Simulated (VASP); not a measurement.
Computed with PBEsol GGA, VASP's PBE PAW potentials (set 64) (plane waves; VASP 6.6.1).

VASP ran on this input.

POSCAR:
```
BeZn3Se4
1
    5.5375000000     0.0000000000     0.0000000000
    0.0000000000     5.5375000000     0.0000000000
    0.0000000000     0.0000000000     5.5375000000
Zn Se Be
3 4 1
Direct
  0.0000000000   0.0000000000   0.0000000000
  0.5000000000   0.5000000000   0.0000000000
  0.5000000000   0.0000000000   0.5000000000
  0.2500000000   0.2500000000   0.2500000000
  0.7500000000   0.7500000000   0.2500000000
  0.7500000000   0.2500000000   0.7500000000
  0.2500000000   0.7500000000   0.7500000000
  0.0000000000   0.5000000000   0.5000000000
```

### KPOINTS
```
Automatic mesh
0
Gamma
5 5 5
0 0 0
```

### INCAR
```
SYSTEM = BeZn3Se4
PREC = Accurate
ENCUT = 400
EDIFF = 1E-6
NELM = 100
ALGO = Normal
LREAL = .FALSE.
LASPH = .TRUE.
ISMEAR = 0
SIGMA = 0.05
GGA = PS
LMAXMIX = 4
LWAVE = .FALSE.
LCHARG = .FALSE.
IBRION = 2
ISIF = 3
NSW = 60
EDIFFG = -0.01
```

POTCAR, in this order: Zn Se Be (PBE.64 set). Program: vasp_std.

Output

### OSZICAR
```
       N       E                     dE             d eps       ncg     rms          rms(c)
DAV:   1     0.407481052332E+03    0.40748E+03   -0.24137E+04   740   0.151E+03
DAV:   2     0.156629912709E+02   -0.39182E+03   -0.38001E+03   782   0.352E+02
DAV:   3    -0.288537508569E+02   -0.44517E+02   -0.43998E+02   845   0.123E+02
DAV:   4    -0.303628187203E+02   -0.15091E+01   -0.15037E+01   894   0.223E+01
DAV:   5    -0.303819625041E+02   -0.19144E-01   -0.19135E-01   890   0.230E+00    0.990E+00
DAV:   6    -0.293165340569E+02    0.10654E+01   -0.30518E+00   953   0.456E+01    0.755E+00
DAV:   7    -0.293277831996E+02   -0.11249E-01   -0.25516E+00   830   0.722E+00    0.303E+00
DAV:   8    -0.293130391867E+02    0.14744E-01   -0.11728E-01   990   0.472E+00    0.108E+00
DAV:   9    -0.293115781092E+02    0.14611E-02   -0.26944E-02   992   0.275E+00    0.157E-01
DAV:  10    -0.293113856805E+02    0.19243E-03   -0.26937E-03   898   0.675E-01    0.909E-02
DAV:  11    -0.293115604106E+02   -0.17473E-03   -0.10270E-03  1080   0.236E-01    0.296E-02
DAV:  12    -0.293115477681E+02    0.12643E-04   -0.46159E-04   985   0.313E-01    0.189E-02
DAV:  13    -0.293115487624E+02   -0.99433E-06   -0.43666E-05   894   0.930E-02    0.441E-03
DAV:  14    -0.293115493918E+02   -0.62942E-06   -0.11155E-05   956   0.262E-02    0.300E-03
DAV:  15    -0.293115495470E+02   -0.15513E-06   -0.44482E-06   744   0.268E-02
   1 F= -.29311550E+02 E0= -.29311550E+02  d E =-.293115E+02
       N       E                     dE             d eps       ncg     rms          rms(c)
DAV:   1    -0.294754888782E+02   -0.16394E+00   -0.11610E+01   816   0.123E+01    0.142E+00
DAV:   2    -0.295387056094E+02   -0.63217E-01   -0.75964E-01   832   0.353E+00    0.603E-01
DAV:   3    -0.295356528346E+02    0.30528E-02   -0.89124E-03   902   0.497E-01    0.451E-01
DAV:   4    -0.295349154210E+02    0.73741E-03   -0.45250E-03   829   0.310E-01    0.191E-01
DAV:   5    -0.295349717869E+02   -0.56366E-04   -0.62574E-04   905   0.171E-01    0.424E-02
DAV:   6    -0.295349736674E+02   -0.18804E-05   -0.52218E-05   879   0.857E-02    0.260E-02
DAV:   7    -0.295349718955E+02    0.17719E-05   -0.47480E-06   778   0.160E-02    0.429E-03
DAV:   8    -0.295349714245E+02    0.47092E-06   -0.42238E-06   643   0.974E-03
   2 F= -.29534971E+02 E0= -.29534971E+02  d E =-.223422E+00
       N       E                     dE             d eps       ncg     rms          rms(c)
DAV:   1    -0.295453770676E+02   -0.10405E-01   -0.18169E+01   760   0.153E+01    0.195E+00
DAV:   2    -0.296436182231E+02   -0.98241E-01   -0.12160E+00   844   0.444E+00    0.767E-01
DAV:   3    -0.296385565120E+02    0.50617E-02   -0.15227E-02   892   0.647E-01    0.576E-01
DAV:   4    -0.296374696820E+02    0.10868E-02   -0.73140E-03   816   0.414E-01    0.246E-01
DAV:   5    -0.296375537147E+02   -0.84033E-04   -0.92832E-04   881   0.217E-01    0.556E-02
DAV:   6    -0.296375561648E+02   -0.24502E-05   -0.85520E-05   898   0.107E-01    0.316E-02
DAV:   7    -0.296375540770E+02    0.20878E-05   -0.78333E-06   839   0.207E-02    0.607E-03
DAV:   8    -0.296375534042E+02    0.67276E-06   -0.49053E-06   651   0.117E-02
   3 F= -.29637553E+02 E0= -.29637553E+02  d E =-.326004E+00
       N       E                     dE             d eps       ncg     rms          rms(c)
DAV:   1    -0.299482496575E+02   -0.31070E+00   -0.45432E+00   880   0.279E+01    0.396E+00
DAV:   2    -0.296811551448E+02    0.26709E+00   -0.12062E+00   880   0.233E+01    0.142E+00
DAV:   3    -0.296506933615E+02    0.30462E-01   -0.56828E-02   825   0.170E+00    0.699E-01
DAV:   4    -0.296423842271E+02    0.83091E-02   -0.10947E-02   781   0.484E-01    0.303E-01
DAV:   5    -0.296414106341E+02    0.97359E-03   -0.13463E-03  1082   0.633E-01    0.747E-02
DAV:   6    -0.296414186776E+02   -0.80435E-05   -0.82984E-04   805   0.248E-01    0.226E-02
DAV:   7    -0.296414090514E+02    0.96261E-05   -0.26297E-05   986   0.459E-02    0.151E-02
DAV:   8    -0.296414087212E+02    0.33020E-06   -0.10295E-05   916   0.209E-02    0.407E-03
DAV:   9    -0.296414085534E+02    0.16787E-06   -0.88345E-07   420   0.139E-02
   4 F= -.29641409E+02 E0= -.29641409E+02  d E =-.385515E-02
       N       E                     dE             d eps       ncg     rms          rms(c)
DAV:   1    -0.296910733541E+02   -0.49665E-01   -0.71025E-01   880   0.115E+01    0.154E+00
DAV:   2    -0.296508550442E+02    0.40218E-01   -0.16845E-01   880   0.720E+00    0.566E-01
DAV:   3    -0.296458456124E+02    0.50094E-02   -0.70061E-03   780   0.433E-01    0.285E-01
DAV:   4    -0.296445182772E+02    0.13273E-02   -0.12592E-03   778   0.166E-01    0.108E-01
DAV:   5    -0.296443725213E+02    0.14576E-03   -0.19829E-04  1029   0.254E-01    0.201E-02
DAV:   6    -0.296443777851E+02   -0.52638E-05   -0.13273E-04   853   0.120E-01    0.996E-03
DAV:   7    -0.296443777722E+02    0.12916E-07   -0.58033E-06   760   0.115E-02
   5 F= -.29644378E+02 E0= -.29644378E+02  d E =-.682437E-02
       N       E                     dE             d eps       ncg     rms          rms(c)
DAV:   1    -0.296444202244E+02   -0.42439E-04   -0.67776E-04   880   0.350E-01    0.483E-02
DAV:   2    -0.296443809033E+02    0.39321E-04   -0.16919E-04   880   0.237E-01    0.171E-02
DAV:   3    -0.296443765658E+02    0.43375E-05   -0.70920E-06   736   0.144E-02    0.846E-03
DAV:   4    -0.296443756828E+02    0.88298E-06   -0.11989E-06   370   0.524E-03
   6 F= -.29644376E+02 E0= -.29644376E+02  d E =-.682228E-02
       N       E                     dE             d eps       ncg     rms          rms(c)
DAV:   1    -0.296444976795E+02   -0.12111E-03   -0.11424E-02   755   0.445E-01    0.512E-02
DAV:   2    -0.296445491718E+02   -0.51492E-04   -0.79642E-04   839   0.167E-01    0.227E-02
DAV:   3    -0.296445450388E+02    0.41330E-05   -0.19364E-05   889   0.339E-02    0.143E-02
DAV:   4    -0.296445441940E+02    0.84483E-06   -0.55047E-06   754   0.131E-02
   7 F= -.29644544E+02 E0= -.29644544E+02  d E =-.168511E-03
       N       E                     dE             d eps       ncg     rms          rms(c)
DAV:   1    -0.296445631340E+02   -0.18095E-04   -0.25759E-03   755   0.214E-01    0.245E-02
DAV:   2    -0.296445742397E+02   -0.11106E-04   -0.17587E-04   834   0.800E-02    0.117E-02
DAV:   3    -0.296445733748E+02    0.86498E-06   -0.44930E-06   793   0.162E-02
   8 F= -.29644573E+02 E0= -.29644573E+02  d E =-.197692E-03
```

### OUTCAR
```
------------------------ aborting loop because EDIFF is reached ----------------------------------------
  FORCE on cell =-STRESS in cart. coord.  units (eV):
  Direction    XX          YY          ZZ          XY          YZ          ZX
  --------------------------------------------------------------------------------------
  Total        0.0230539      0.0230539      0.0230539     -0.0000000     -0.0000000     -0.0000000
  in kB        0.2209567      0.2209567      0.2209567     -0.0000000     -0.0000000     -0.0000000
  external PRESSURE =       0.2209567 kB  Pullay stress =       0.0000000 kB
  volume of cell :      167.17
      direct lattice vectors                 reciprocal lattice vectors
     5.508704217 -0.000000000  0.000000000     0.181530894  0.000000000  0.000000000
    -0.000000000  5.508704217  0.000000000     0.000000000  0.181530894 -0.000000000
    -0.000000000  0.000000000  5.508704217    -0.000000000 -0.000000000  0.181530894
 POSITION                                       TOTAL-FORCE (eV/Angst)
 -----------------------------------------------------------------------------------
      0.00000      0.00000      0.00000         0.000000     -0.000000     -0.000000
      2.75435      2.75435      0.00000        -0.000000      0.000000     -0.000000
      2.75435      0.00000      2.75435         0.000000     -0.000000      0.000000
      1.30180      1.45255      1.45255         0.002402     -0.002402     -0.002402
      4.20690      4.05616      1.45255        -0.002402      0.002402     -0.002402
      4.20690      1.45255      4.05616        -0.002402     -0.002402      0.002402
      1.30180      4.05616      4.05616         0.002402      0.002402      0.002402
     -0.00000      2.75435      2.75435        -0.000000     -0.000000      0.000000
 -----------------------------------------------------------------------------------
    total drift:                               -0.000000     -0.000000     -0.000000
  FREE ENERGIE OF THE ION-ELECTRON SYSTEM (eV)
  ---------------------------------------------------
  free  energy   TOTEN  =       -29.6445733748 eV

  energy  without entropy=      -29.6445733748  energy(sigma->0) =      -29.64457337

 reached required accuracy - stopping structural energy minimisation
```
(Selected blocks of OUTCAR.)

File CONTCAR:
```
BeZn3Se4
   1.00000000000000
     5.5087042169170717   -0.0000000000000000    0.0000000000000000
    -0.0000000000000000    5.5087042169170717    0.0000000000000000
    -0.0000000000000000    0.0000000000000000    5.5087042169170717
  Zn              Se              Be
     3     4     1
Direct
     0.0000000000000000    0.0000000000000000    0.0000000000000000
     0.5000000000000000    0.5000000000000000    0.0000000000000000
     0.5000000000000000    0.0000000000000000    0.5000000000000000
     0.2363176353406850    0.2636823646593150    0.2636823646593150
     0.7636823646593149    0.7363176353406851    0.2636823646593150
     0.7636823646593149    0.2636823646593150    0.7363176353406851
     0.2363176353406850    0.7363176353406851    0.7363176353406851
     0.0000000000000000    0.5000000000000000    0.5000000000000000
```

OUTCAR:
```
 val. band max:        2.0052599557   @ k =   0.0000   0.0000   0.0000

 cond. band min:       3.8623381201   @ k =   0.0000   0.0000   0.0000


 Fermi energy:         2.2357731877

 k-point     1 :       0.0000    0.0000    0.0000
  band No.  band energies     occupation
      1     -11.4905      2.00000
      2     -10.2029      2.00000
      3     -10.2029      2.00000
      4     -10.2029      2.00000
      5      -4.5347      2.00000
      6      -4.4947      2.00000
      7      -4.4947      2.00000
      8      -4.4941      2.00000
      9      -4.4941      2.00000
     10      -4.4941      2.00000
     11      -4.2763      2.00000
     12      -4.2763      2.00000
     13      -4.2763      2.00000
     14      -4.1662      2.00000
     15      -4.1662      2.00000
     16      -4.1279      2.00000
     17      -4.1279      2.00000
     18      -4.1279      2.00000
     19      -4.1120      2.00000
     20      -2.8648      2.00000
     21      -2.8648      2.00000
     22      -2.8311      2.00000
     23      -0.5269      2.00000
     24      -0.5269      2.00000
     25      -0.5269      2.00000
     26      -0.1829      2.00000
     27      -0.1829      2.00000
     28      -0.1829      2.00000
     29       2.0053      2.00000
     30       2.0053      2.00000
     31       2.0053      2.00000
     32       3.8623      0.00000
     33       4.7896      0.00000
     34       4.7896      0.00000
     35       4.7896      0.00000
     36       5.1563      0.00000
     37       5.1563      0.00000

 k-point     2 :       0.2000    0.0000    0.0000
  band No.  band energies     occupation
      1     -11.3902      2.00000
      2     -10.3508      2.00000
      3     -10.1997      2.00000
      4     -10.1997      2.00000
      5      -4.5510      2.00000
      6      -4.5292      2.00000
      7      -4.4859      2.00000
      8      -4.4859      2.00000
      9      -4.4537      2.00000
     10      -4.4417      2.00000
     11      -4.3064      2.00000
...
```

The structure was generated: BeZn3Se4 was put into an ordered model structure (P-43m), which need not be its known phase. This run relaxes it. Symmetry was kept, so distortions that lower it aren't found.
